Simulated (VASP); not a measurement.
Consider the following.

```
Mo2Si
1.0
    6.89213     0.00000     0.00000
   -3.44606     5.96876     0.00000
    0.00000     0.00000     3.18364
Mo Si
6 3
Cartesian
  1.83484   0.00000   3.18364
  5.97471   1.58901   0.00000
  2.52865   4.37974   0.00000
  4.16023   0.00000   1.59182
  4.81201   3.60286   1.59182
  1.36595   2.36590   1.59182
  0.00000   0.00000   1.59182
  0.00000   3.97917   0.00000
  3.44607   1.98958   0.00000
```

Level of theory: r2SCAN meta-GGA, VASP's PBE PAW potentials (set 64) (plane waves; VASP). Numerical set-up: 400 eV cut-off, 6×6×11 Γ-centred mesh, tetrahedra with Blöchl corrections, potentials Mo_sv Si.

**Question.** Give the energies of bands 43 to 56 at the high-symmetry points, in eV from the Fermi level.

**Answer.** 
| band | Γ | M | K | A | L | H |
|---|---|---|---|---|---|---|
| 43 | -1.65 | -1.52 | -1.49 | -1.54 | -2.39 | -2.54 |
| 44 | -0.88 | -1.25 | -1.49 | -1.54 | -1.91 | -1.88 |
| 45 | -0.88 | -0.85 | -1.49 | -1.34 | -1.76 | -1.88 |
| 46 | -0.56 | -0.81 | -0.75 | -1.10 | -1.57 | -1.50 |
| 47 | -0.56 | -0.80 | -0.75 | -1.10 | -1.22 | -1.50 |
| 48 | -0.42 | -0.66 | -0.16 | 0.46 | 0.12 | 0.15 |
| 49 | -0.13 | -0.09 | -0.06 | 0.46 | 0.73 | 0.69 |
| 50 | -0.13 | -0.05 | -0.04 | 1.04 | 0.86 | 0.69 |
| 51 | -0.09 | 0.06 | 0.37 | 1.71 | 1.11 | 0.91 |
| 52 | 0.51 | 0.22 | 0.37 | 1.71 | 2.04 | 2.11 |
| 53 | 0.51 | 0.54 | 0.40 | 1.83 | 2.14 | 2.23 |
| 54 | 1.04 | 0.85 | 0.40 | 1.83 | 2.17 | 2.23 |
| 55 | 1.05 | 0.99 | 1.20 | 2.26 | 2.17 | 2.38 |
| 56 | 1.74 | 1.51 | 1.69 | 2.26 | 2.33 | 2.40 |

It has no gap at this level: it comes out as a metal or semimetal.

The structure was generated: SiMo2 was put into the Fe2P type (P-62m), which need not be its known phase. It was relaxed first, which changed the volume by -12 %.
